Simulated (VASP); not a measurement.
A run of VASP 6.6.1:

INCAR

```
SYSTEM = K3CO
ALGO = Fast ; EDIFF = 1E-7
ENCUT = 520 ; GGA = PE
ISIF = 2 ; ISMEAR = 0
IVDW = 12 ; LASPH = .TRUE.
LCHARG = .TRUE. ; LELF = .TRUE.
LREAL = .FALSE. ; LVHAR = .TRUE.
LWAVE = .FALSE. ; NBANDS = 26
NELM = 100 ; PREC = Accurate
SIGMA = 0.01
```

File KPOINTS:

```
k-points
0
G
  4 4 4
  0 0 0
```

Contents of POSCAR:

```
K3CO
1.0
    5.1196146045      0.0000000000      0.0000000000
    0.0000000000      5.1196146045      0.0000000000
    0.0000000000      0.0000000000      5.1196146045
K C O
3 1 1
Direct
    0.0000000000      0.0000000000      0.5000000000
    0.0000000000      0.5000000000      0.0000000000
    0.5000000000      0.0000000000      0.0000000000
    0.5000000000      0.5000000000      0.5000000000
    0.0000000000      0.0000000000      0.0000000000
```

Potentials or basis: VASP PAW PBE potentials, release 64 (K_sv, C, O).

Run with:

```console
$ cat potpaw_PBE.64/K_sv/POTCAR potpaw_PBE.64/C/POTCAR potpaw_PBE.64/O/POTCAR > POTCAR
$ mpirun -np 1 vasp_std > vasp.out
```

Hardware: 1 thread of Intel(R) Xeon(R) Platinum 8259CL CPU @ 2.50GHz (Skylake/Cascade Lake), with other jobs on the host.

**Question.** Estimate the wall time of this run.

**Answer.** Wall time 83 s on 1 thread of Intel(R) Xeon(R) Platinum 8259CL CPU @ 2.50GHz (Skylake/Cascade Lake), on a shared host, peak memory 0.26 GiB. Counts: scf iterations 30, k points 10.
